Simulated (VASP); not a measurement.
Given:

```
Na2Te
1.0
    0.00000     3.62879     3.62879
    3.62879     0.00000     3.62879
    3.62879     3.62879     0.00000
Na Te
2 1
Cartesian
  1.81440   1.81440   1.81440
  5.44319   5.44319   5.44319
  3.62879   3.62879   7.25758
```

These are r2SCAN meta-GGA, VASP's PBE PAW potentials (set 64) (plane waves; VASP 6.6.1) values and carry that method's errors. Settings: 400 eV cut-off, 6×6×6 Γ-centred mesh, tetrahedra with Blöchl corrections, potentials Na_pv Te.

Unless said otherwise, spin-orbit coupling is left out, though it shifts the bands of the heavy elements here.

Task: Give the energies of bands 8 to 13 at the high-symmetry points, in eV from the valence-band maximum.

Result: 
| band | Γ | X | U | L | W |
|---|---|---|---|---|---|
| 8 | 0.00 | -1.64 | -1.40 | -1.80 | -1.19 |
| 9 | 0.00 | -0.60 | -1.10 | -0.19 | -1.19 |
| 10 | 0.00 | -0.60 | -0.47 | -0.19 | -0.72 |
| 11 | 2.71 | 3.38 | 4.02 | 4.19 | 4.45 |
| 12 | 6.34 | 4.79 | 5.63 | 5.96 | 6.33 |
| 13 | 6.34 | 8.72 | 7.56 | 5.96 | 6.42 |

The gap is direct, 2.71 eV, from the valence maximum at Γ to the conduction minimum at Γ.

The structure comes from a computed database's Na2Te entry (Fm-3m); how it stands against other phases isn't given here. It was relaxed first.
